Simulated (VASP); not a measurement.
Here is the system:

```
InP
1.0
    3.82394     0.00000     0.00000
   -1.91197     3.31163     0.00000
    0.00000     0.00000     3.41111
In P
1 1
Direct
  0.00000   0.00000   0.00000
  0.66667   0.33333   0.50000
```

The numbers are results of r2SCAN meta-GGA, VASP's PBE PAW potentials (set 64) (plane waves; VASP 6.6.1), not measurements. Settings: 400 eV cut-off, 12×12×12 Γ-centred mesh, tetrahedra with Blöchl corrections, potentials In_d P.

Task: Give the energies of bands 7 to 12 at the high-symmetry points, in eV from the Fermi level.

Result: 
```tsv
band	Γ	M	K	A	L	H
7	-0.60	-6.91	-6.70	-7.43	-4.89	-4.23
8	-0.51	-2.20	-4.49	0.61	-4.07	-3.91
9	-0.51	0.92	1.16	0.61	-2.56	-2.51
10	-0.04	1.29	5.13	4.18	-0.01	-1.70
11	4.92	5.89	5.59	4.84	3.59	0.33
12	4.92	6.57	6.58	6.26	4.24	7.53
```

It has no gap at this level: it comes out as a metal or semimetal.

The structure was generated: InP was put into the WC type (P-6m2), which need not be its known phase. It was relaxed first, which changed the volume by +15 %.
